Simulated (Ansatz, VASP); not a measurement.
# MoRu5 (Ru0.84Mo0.16, hexagonal close-packed) in two plane-wave programs, part 2 of 2

One calculation is typed for both programs; each brings its own data sets. How far apart do they land? The cell is invented: As first built, before any earlier steps moved the atoms (in the runner's words): 3x3x2 conventional cells of the Ru type (36 atoms: 6 Mo, 30 Ru); Ru/Mo share their sites, the best of 600 random draws by like-pair counts in two shells; start lattice of Ru; atoms moved at random by 0.02 A. It may not be a known or stable phase. Of the first pair: The structure shown is the start of the Ansatz relaxation below; VASP solves that cell, so the two are compared at the walk's first step.

VASP 6.6.1 and Ansatz 0.2.0.

So far. Step 3 (VASP: single point, PBE, start cell, pair 1): The run ends at a pressure of 11.91 GPa, with forces up to 1.4 eV/Å.

### Step 4. Side by side

Known differences besides the potentials themselves: the data sets hold 564 valence electrons in Ansatz (on its default PAW (the set named soft_2) files) and 504 in VASP; the cutoff is 420 eV in Ansatz and 400 eV in VASP (PREC = Accurate, projectors in real space). Total energies have different zeros and are not compared.

Forces on 8 of the 36 atoms, those with the largest forces and the largest differences (eV/Å; atoms numbered as in POSCAR):

| atom | Ansatz x, y, z | VASP x, y, z |
| --- | --- | --- |
| Mo6 | -0.597, 1.214, 0.082 | -0.604, 1.234, 0.083 |
| Ru13 | 0.170, 1.040, -0.362 | 0.175, 1.043, -0.364 |
| Ru21 | -0.940, 0.767, 0.030 | -0.963, 0.781, 0.037 |
| Ru22 | -0.593, -0.674, 0.833 | -0.614, -0.683, 0.852 |
| Ru28 | 0.296, -0.865, -0.015 | 0.312, -0.883, -0.024 |
| Ru29 | 1.019, -0.392, -0.207 | 1.023, -0.399, -0.211 |
| Ru33 | -0.215, -0.825, -1.002 | -0.208, -0.840, -1.017 |
| Ru34 | -0.946, 0.316, 0.302 | -0.958, 0.329, 0.298 |

The forces differ by 8.9 meV/Å r.m.s., which is 1.9 % of the r.m.s. force of 0.466 eV/Å (both taken over all components).

### Step 5. Ansatz: relaxation, PBE

This run makes the geometry at which the two programs are then compared. The cell compared in this pair holds 507.35 Å³, against 488.69 Å³ for the pair before.

The structure compared here is the end of the Ansatz relaxation.

Input file input.yaml:

```yaml
crystal:
  lattice:
    - [8.1174, 0.0, 0.0]
    - [-4.0587, 7.02987, 0.0]
    - [0.0, 0.0, 8.5638]
  atoms:
    - { symbol: Mo, position: [0.22229, 0.77735, 0.8759] }
    - { symbol: Mo, position: [0.4439, 0.22042, 0.12474] }
    - { symbol: Mo, position: [0.55697, 0.44615, 0.87094] }
    - { symbol: Mo, position: [0.77604, 0.55525, 0.12342] }
    - { symbol: Mo, position: [0.8913, 0.44517, 0.37189] }
    - { symbol: Mo, position: [0.8896, 0.77456, 0.37521] }
    - { symbol: Ru, position: [0.11223, 0.22376, 0.12361] }
    - { symbol: Ru, position: [0.22103, 0.11181, 0.37301] }
    - { symbol: Ru, position: [0.10996, 0.22366, 0.6201] }
    - { symbol: Ru, position: [0.22333, 0.10804, 0.87697] }
    - { symbol: Ru, position: [0.10952, 0.55399, 0.12118] }
    - { symbol: Ru, position: [0.22154, 0.43938, 0.37262] }
    - { symbol: Ru, position: [0.10584, 0.5487, 0.6264] }
    - { symbol: Ru, position: [0.22498, 0.445, 0.87341] }
    - { symbol: Ru, position: [0.11513, 0.88908, 0.12531] }
    - { symbol: Ru, position: [0.22193, 0.77619, 0.37508] }
    - { symbol: Ru, position: [0.10634, 0.88897, 0.62215] }
    - { symbol: Ru, position: [0.55821, 0.11118, 0.376] }
    - { symbol: Ru, position: [0.44397, 0.22441, 0.62492] }
    - { symbol: Ru, position: [0.55553, 0.11216, 0.87302] }
    - { symbol: Ru, position: [0.44694, 0.5519, 0.12502] }
    - { symbol: Ru, position: [0.55904, 0.44837, 0.3721] }
    - { symbol: Ru, position: [0.43944, 0.55376, 0.62727] }
    - { symbol: Ru, position: [0.44345, 0.88901, 0.12427] }
    - { symbol: Ru, position: [0.55493, 0.7766, 0.37665] }
    - { symbol: Ru, position: [0.44548, 0.89489, 0.62237] }
    - { symbol: Ru, position: [0.55553, 0.77815, 0.87432] }
    - { symbol: Ru, position: [0.77815, 0.22665, 0.12229] }
    - { symbol: Ru, position: [0.88324, 0.11471, 0.37406] }
    - { symbol: Ru, position: [0.78133, 0.22548, 0.62775] }
    - { symbol: Ru, position: [0.88581, 0.10719, 0.87485] }
    - { symbol: Ru, position: [0.78223, 0.55969, 0.6201] }
    - { symbol: Ru, position: [0.89335, 0.44979, 0.87995] }
    - { symbol: Ru, position: [0.78208, 0.88732, 0.12258] }
    - { symbol: Ru, position: [0.77828, 0.88985, 0.6242] }
    - { symbol: Ru, position: [0.88858, 0.77942, 0.87478] }
kpoints:
  mp_grid: { grid: [3, 3, 3] }
hamiltonian:
  xc: pbe
scf:
  occupations: { method: methfessel_paxton, width: 0.15 }
output:
  forces: true
  stress: true
relax:
  f_tol: 0.02
  max_steps: 45
  cell: { stress_tol: 0.1 }
```

On the command line:

```bash
ansatz run input.yaml --threads 8 --pin off --max-ram 15360MiB --backend cpu --events-out ev --progress --plain --runs-dir out
```

Numbers of over 12 decimals in the logs are rounded to 6 here.

The program printed:

```text
[...]
Crystal: 36 atoms, lattice volume = 488.687 Å³
Basis set: ecut = 420 eV, 9563 PW (Γ), exchange–correlation on 120×120×120 points (8 copies of the dense FFT grid, shifted against one another)
Bands: 339, of which v1, the nominal top of the filled ones, is band 282 counted from 1 (281 counted from 0)
Symmetry: 1 space group operations
[...]
- { symbol: Ru, position: [0.224257, 0.442661, 0.373586] }
    - { symbol: Ru, position: [0.111646, 0.556907, 0.623228] }
    - { symbol: Ru, position: [0.222112, 0.442516, 0.874346] }
[...]
- { symbol: Ru, position: [0.889832, 0.443305, 0.873058] }
    - { symbol: Ru, position: [0.776770, 0.888895, 0.122961] }
    - { symbol: Ru, position: [0.775952, 0.888995, 0.625786] }
    - { symbol: Ru, position: [0.889908, 0.781179, 0.872430] }
[key lines of the parts left out:]
SCF converged after 5 iterations
Free energy (F): -206097.263908 eV
Fermi energy:    22.536411 eV
P = ⅓ Tr σ = -0.0037 GPa (-0.037 kbar)
```

### Step 6. VASP: single point, PBE, relaxed cell, pair 2

The same cell, functional, mesh and smearing now go to VASP, with its own data sets.

Input file INCAR:

```
SYSTEM = MoRu5
PREC = Accurate
ENCUT = 500
EDIFF = 1E-06
NELM = 120
ISMEAR = 1
SIGMA = 0.15
LREAL = Auto
ALGO = Normal
GGA = PE
NBANDS = 292
LASPH = .TRUE.
LORBIT = 11
LWAVE = .FALSE.
LCHARG = .FALSE.
ISIF = 2
GGA_COMPAT = .FALSE.
KPAR = 4
```

Input file POSCAR:

```
MoRu5
1.0
    8.2166320000      0.0020480000     -0.0026770000
   -4.1065420000      7.1090140000     -0.0001860000
   -0.0028250000     -0.0018570000      8.6844620000
Mo Ru
6 30
Direct
    0.2234500000      0.7792600000      0.8747500000
    0.4402800000      0.2154400000      0.1284500000
    0.5531300000      0.4448000000      0.8677400000
    0.7808900000      0.5590400000      0.1189200000
    0.8893300000      0.4398800000      0.3772500000
    0.8896700000      0.7830000000      0.3773400000
    0.1110800000      0.2232500000      0.1237800000
    0.2231600000      0.1139600000      0.3755200000
    0.1115200000      0.2237100000      0.6241300000
    0.2221300000      0.1138300000      0.8728600000
    0.1110100000      0.5560700000      0.1241400000
    0.2242600000      0.4426600000      0.3735900000
    0.1116500000      0.5569100000      0.6232300000
    0.2221100000      0.4425200000      0.8743500000
    0.1106300000      0.8872600000      0.1231300000
    0.2220500000      0.7782000000      0.3740900000
    0.1119000000      0.8879200000      0.6236600000
    0.5557000000      0.1112500000      0.3757200000
    0.4438300000      0.2194400000      0.6228000000
    0.5573000000      0.1136000000      0.8735600000
    0.4444600000      0.5562900000      0.1252600000
    0.5552300000      0.4448300000      0.3763900000
    0.4430900000      0.5578600000      0.6236800000
    0.4444200000      0.8873600000      0.1255800000
    0.5559100000      0.7762900000      0.3745000000
    0.4440900000      0.8884500000      0.6234800000
    0.5573200000      0.7775100000      0.8750300000
    0.7771700000      0.2219100000      0.1229500000
    0.8905700000      0.1122900000      0.3732100000
    0.7773200000      0.2216800000      0.6257800000
    0.8916700000      0.1130200000      0.8739900000
    0.7787100000      0.5561400000      0.6253600000
    0.8898300000      0.4433000000      0.8730600000
    0.7767700000      0.8888900000      0.1229600000
    0.7759500000      0.8889900000      0.6257900000
    0.8899100000      0.7811800000      0.8724300000
```

Input file KPOINTS:

```
Automatic mesh
0
Gamma
3 3 3
0 0 0
```

The projector-augmented-wave data sets are Mo_sv and Ru_pv (PBE family, release 64).

On the command line:

```bash
mpirun -np 4 vasp_std
```

The program printed:

```text
[... set-up lines as in an earlier step ...]
 entering main loop
       N       E                     dE             d eps       ncg     rms          rms(c)
DAV:   1     0.693011552578E+04    0.69301E+04   -0.29536E+05  8296   0.186E+03
DAV:   2     0.127008591127E+01   -0.69288E+04   -0.67704E+04  8308   0.609E+02
DAV:   3    -0.347544010115E+03   -0.34881E+03   -0.32680E+03 10712   0.128E+02
DAV:   4    -0.367087715384E+03   -0.19544E+02   -0.18933E+02 10192   0.219E+01
[...]
DAV:  22    -0.343134114919E+03    0.30008E-05   -0.43232E-06  7584   0.765E-03    0.584E-03
DAV:  23    -0.343134113664E+03    0.12548E-05   -0.14579E-06  5032   0.601E-03    0.275E-03
DAV:  24    -0.343134113206E+03    0.45792E-06   -0.72581E-07  4632   0.354E-03
   1 F= -.34313411E+03 E0= -.34313095E+03  d E =-.950213E-02
```

OUTCAR, selected parts (step 6):

```text
  Total        0.2128049     -0.0502879      0.0899499      0.0907147      0.0029454      0.0116374
  in kB        0.6720222     -0.1588055      0.2840551      0.2864702      0.0093013      0.0367500
  external PRESSURE =       0.2657573 kB  Pullay stress =       0.0000000 kB

 POSITION                                       TOTAL-FORCE (eV/Angst)
 -----------------------------------------------------------------------------------
     -1.36653      5.53860      7.59599         0.002644      0.002471     -0.004457
      2.73254      1.53223      1.11430         0.008375      0.002099     -0.011125
      2.71582      3.16161      7.53429        -0.010775     -0.009452      0.003292
      4.12023      3.97560      1.03056         0.014645      0.008784     -0.004175
      5.49985      3.12823      3.27375        -0.000770      0.004969      0.011243
      4.09360      5.56748      3.27447        -0.005396      0.008136      0.018726
     -0.00443      1.58709      1.07462        -0.006916     -0.001673      0.020204
      1.36458      0.80990      3.26057        -0.010315      0.000866      0.007385
     -0.00412      1.58943      5.41989         0.004719     -0.002049      0.012923
      1.35525      0.80805      7.57970        -0.005651     -0.004887     -0.016256
     -1.37175      3.95311      1.07769         0.004071     -0.002764     -0.001321
      0.02380      3.14664      3.24375         0.008738     -0.000537      0.004045
     -1.37135      3.95815      5.41201         0.004599     -0.005995     -0.004273
      0.00530      3.14471      7.59258        -0.006638     -0.001462      0.000809
[...]
-----------------------------------------------------------------------------------
    total drift:                               -0.002368      0.000932      0.024545

  FREE ENERGIE OF THE ION-ELECTRON SYSTEM (eV)
  ---------------------------------------------------
  free  energy   TOTEN  =      -343.1341132065 eV

  energy  without entropy=     -343.1246110795  energy(sigma->0) =     -343.13094583

[... 2 further parts left out ...]
[key lines of the parts left out:]
E-fermi :  12.3852
```

The run ends at a pressure of 0.03 GPa, with forces up to 0.021 eV/Å.

### Step 7. Comparison

What differs besides the data sets and the points named for the pairs above, as far as they apply: the data sets hold 564 valence electrons in Ansatz (on its default PAW (the set named soft_2) files) and 504 in VASP; the cutoff is 420 eV in Ansatz and 500 eV in VASP (PREC = Accurate, projectors in real space); Ansatz's pressure holds a Pulay correction, VASP's none. Total energies have different zeros and are not compared.

The two programs side by side:

| quantity | Ansatz | VASP | difference |
| --- | --- | --- | --- |
| pressure (GPa) | 0.00 | 0.03 | -0.03 |

At this near-relaxed geometry the largest component of a force difference is 11 meV/Å.

### Step 8. Summary of results

```json
{
 "r.m.s. force difference (single point, PBE, start cell, pair 1)": "1.9 % of the r.m.s. force",
 "difference in pressure (single point, PBE, relaxed cell, pair 2)": "-0.030 GPa"
}
```

What this shows: The r.m.s. force difference is 1.9 % of the r.m.s. force (single point, PBE, start cell, pair 1), within the 3 % picked in this series as the mark of a large difference. The data sets hold unlike numbers of valence electrons (564 in Ansatz and 504 in VASP), so part of the differences comes from the potentials. How closely two codes agree says nothing of how well the functional describes the real material.

[Lines on the potential files, build, host, timing and source positions are cut from VASP's logs without a mark.]

[Logs are printed without paths, hosts, clocks, repeated set-up lines and the standing remarks that a program may print on its own settings, such as how far it seeks lower states.]

[Hosts, paths, dates, database ids (printed as entryN), source tags and the programs' standing remarks are cut or masked in the printed files.]
